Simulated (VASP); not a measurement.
Set up this calculation in VASP 6.6.1, as the native input.

| Item | Value |
| --- | --- |
| Task | band structure |
| Functional | PBE |
| Potentials or basis | VASP PAW PBE potentials, release 64 (Ba_sv, Zr_sv, O) |
| Cutoff | 520 eV |
| k mesh | 8 × 8 × 8 |
| Occupations | gaussian, width 0.1 eV |
| Spin | no spin polarisation |
| Further INCAR settings | ALGO = Normal; EDIFF = 1e-06; NBANDS = 35 |

The structure of BaZr2O3 lies in POSCAR:

```
BaZr2O3
1.0
    2.1683700000     -6.4698300000      0.0000000000
    2.1683700000      6.4698300000      0.0000000000
    0.0000000000      0.0000000000      3.7430300000
Ba Zr O
1 2 3
Direct
    0.0000000000      0.0000000000      0.5000000000
    0.6646040000      0.3353960000      0.0000000000
    0.3353960000      0.6646040000      0.0000000000
    0.1672000000      0.8328000000      0.0000000000
    0.8328000000      0.1672000000      0.0000000000
    0.5000000000      0.5000000000      0.0000000000
```

The cell was built by a generator and needn't be a form met in nature.

These files were run (other wordings do the same):

INCAR

```
PREC = Accurate ; ENCUT = 520
EDIFF = 1E-6 ; ISMEAR = 0
SIGMA = 0.1 ; LREAL = False
LASPH = True ; NELM = 60
ALGO = Normal ; ISIF = 2
LWAVE = False ; LCHARG = False
LMAXMIX = 4 ; GGA = PE
NBANDS = 35 ; KPAR = 4
```

KPOINTS

```
Automatic mesh
0
Gamma
  8 8 8
```

KPOINTS_OPT

```
path GXSRAZGYX1A1TY,ZT
15
line-mode
reciprocal
 0.0000000000  0.0000000000  0.0000000000  G
 0.2780815483  0.2780815483  0.0000000000  X

 0.2780815483  0.2780815483  0.0000000000  X
 0.0000000000  0.5000000000  0.0000000000  S

 0.0000000000  0.5000000000  0.0000000000  S
 0.0000000000  0.5000000000  0.5000000000  R

 0.0000000000  0.5000000000  0.5000000000  R
 0.2780815483  0.2780815483  0.5000000000  A

 0.2780815483  0.2780815483  0.5000000000  A
 0.0000000000  0.0000000000  0.5000000000  Z

 0.0000000000  0.0000000000  0.5000000000  Z
 0.0000000000  0.0000000000  0.0000000000  G

 0.0000000000  0.0000000000  0.0000000000  G
-0.5000000000  0.5000000000  0.0000000000  Y

-0.5000000000  0.5000000000  0.0000000000  Y
-0.2780815483  0.7219184517  0.0000000000  X1

-0.2780815483  0.7219184517  0.0000000000  X1
-0.2780815483  0.7219184517  0.5000000000  A1

-0.2780815483  0.7219184517  0.5000000000  A1
-0.5000000000  0.5000000000  0.5000000000  T

-0.5000000000  0.5000000000  0.5000000000  T
-0.5000000000  0.5000000000  0.0000000000  Y

 0.0000000000  0.0000000000  0.5000000000  Z
-0.5000000000  0.5000000000  0.5000000000  T
```

Potentials or basis: VASP PAW PBE potentials, release 64 (Ba_sv, Zr_sv, O).

Launch:

```console
$ cat potpaw_PBE.64/Ba_sv/POTCAR potpaw_PBE.64/Zr_sv/POTCAR potpaw_PBE.64/O/POTCAR > POTCAR
$ mpirun -np 4 vasp_std > vasp.out
```

It gave:

```
Pressure                : 0.0 GPa
Largest force           : 0.004 eV/Å
Band gap along the path : none (metal or under the smearing width)
```

Caveat: spin-orbit coupling is left out, which moves the levels of the heavy elements.

Run time: 4.8 min on 4 MPI ranks on Intel(R) Xeon(R) Platinum 8259CL CPU @ 2.50GHz (Skylake/Cascade Lake) (shared host), peak memory 0.69 GiB a rank.
